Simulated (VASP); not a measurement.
Output of a VASP run:

File OSZICAR:
```
       N       E                     dE             d eps       ncg     rms          rms(c)
DAV:   1     0.863876134172E+02    0.86388E+02   -0.11238E+04  2656   0.275E+03
DAV:   2    -0.234582410983E+02   -0.10985E+03   -0.10724E+03  2618   0.370E+02
DAV:   3    -0.285807148363E+02   -0.51225E+01   -0.51076E+01  3045   0.862E+01
DAV:   4    -0.286611262986E+02   -0.80411E-01   -0.80397E-01  3406   0.983E+00
DAV:   5    -0.286632678239E+02   -0.21415E-02   -0.21415E-02  3225   0.137E+00    0.112E+01
DAV:   6    -0.281052844201E+02    0.55798E+00   -0.36468E+01  2712   0.868E+01    0.146E+01
DAV:   7    -0.249966640968E+02    0.31086E+01   -0.12570E+01  2612   0.548E+01    0.127E+00
DAV:   8    -0.250856001539E+02   -0.88936E-01   -0.63105E-01  3337   0.928E+00    0.187E+00
DAV:   9    -0.250453391467E+02    0.40261E-01   -0.26551E-01  2779   0.773E+00    0.410E-01
DAV:  10    -0.250472284798E+02   -0.18893E-02   -0.76088E-03  2847   0.103E+00    0.375E-01
DAV:  11    -0.250457847973E+02    0.14437E-02   -0.55487E-03  3388   0.940E-01    0.893E-02
DAV:  12    -0.250467050252E+02   -0.92023E-03   -0.10525E-03  2662   0.406E-01    0.301E-02
DAV:  13    -0.250467513940E+02   -0.46369E-04   -0.72044E-05  2881   0.848E-02    0.131E-02
DAV:  14    -0.250467471224E+02    0.42716E-05   -0.33819E-05  2893   0.842E-02    0.610E-03
DAV:  15    -0.250467511654E+02   -0.40430E-05   -0.47447E-06  2763   0.349E-02    0.156E-03
DAV:  16    -0.250467516160E+02   -0.45061E-06   -0.21117E-07  1435   0.524E-03
   1 F= -.25046752E+02 E0= -.25047099E+02  d E =-.250468E+02
```

### OUTCAR
```
------------------------ aborting loop because EDIFF is reached ----------------------------------------
  FORCE on cell =-STRESS in cart. coord.  units (eV):
  Direction    XX          YY          ZZ          XY          YZ          ZX
  --------------------------------------------------------------------------------------
  Total        0.0087582      0.0087582      0.0087582     -0.0000000     -0.0000000     -0.0000000
  in kB        0.6096206      0.6096206      0.6096206     -0.0000000     -0.0000000     -0.0000000
  external PRESSURE =       0.6096206 kB  Pullay stress =       0.0000000 kB
  volume of cell :       23.02
      direct lattice vectors                 reciprocal lattice vectors
     2.844607823  0.000000000  0.000000000     0.351542308  0.000000000  0.000000000
     0.000000000  2.844607823  0.000000000     0.000000000  0.351542308  0.000000000
     0.000000000  0.000000000  2.844607823     0.000000000  0.000000000  0.351542308
 POSITION                                       TOTAL-FORCE (eV/Angst)
 -----------------------------------------------------------------------------------
      1.42230      1.42230      1.42230         0.000000      0.000000      0.000000
      0.00000      0.00000      0.00000         0.000000      0.000000      0.000000
 -----------------------------------------------------------------------------------
    total drift:                                0.000000      0.000000     -0.000000
  FREE ENERGIE OF THE ION-ELECTRON SYSTEM (eV)
  ---------------------------------------------------
  free  energy   TOTEN  =       -25.0467516160 eV

  energy  without entropy=      -25.0477924284  energy(sigma->0) =      -25.04709855

 reached required accuracy - stopping structural energy minimisation
```
(Selected blocks of OUTCAR.)

### POSCAR
```
CoGa
1
    2.8446078234    -0.0000000000    -0.0000000000
    0.0000000000     2.8446078234    -0.0000000000
   -0.0000000000     0.0000000000     2.8446078234
Ga Co
1 1
Direct
  0.5000000000   0.5000000000   0.5000000000
  0.0000000000   0.0000000000   0.0000000000
```

Reconstruct the remaining input files.

One answer among several that fit: the input of the run itself, r2SCAN meta-GGA, plane waves, VASP's PBE PAW potentials (set 64).

**INCAR**
```
SYSTEM = CoGa
PREC = Accurate
ENCUT = 520
EDIFF = 1E-6
NELM = 100
ALGO = Normal
LREAL = .FALSE.
LASPH = .TRUE.
ISMEAR = 1
SIGMA = 0.1
METAGGA = R2SCAN
LMIXTAU = .TRUE.
LMAXMIX = 4
LWAVE = .FALSE.
LCHARG = .FALSE.
IBRION = 2
ISIF = 3
NSW = 60
EDIFFG = -0.01
```

**KPOINTS**
```
Automatic mesh
0
gamma
 12 12 12
0 0 0
```

POTCAR, in this order: Ga_d Co (PBE.64 set). Program: vasp_std.

The compound is CoGa in the CsCl type structure. It was relaxed first. The start is the result of an earlier pass. The run is not spin-polarised, so no magnetic state was tried.
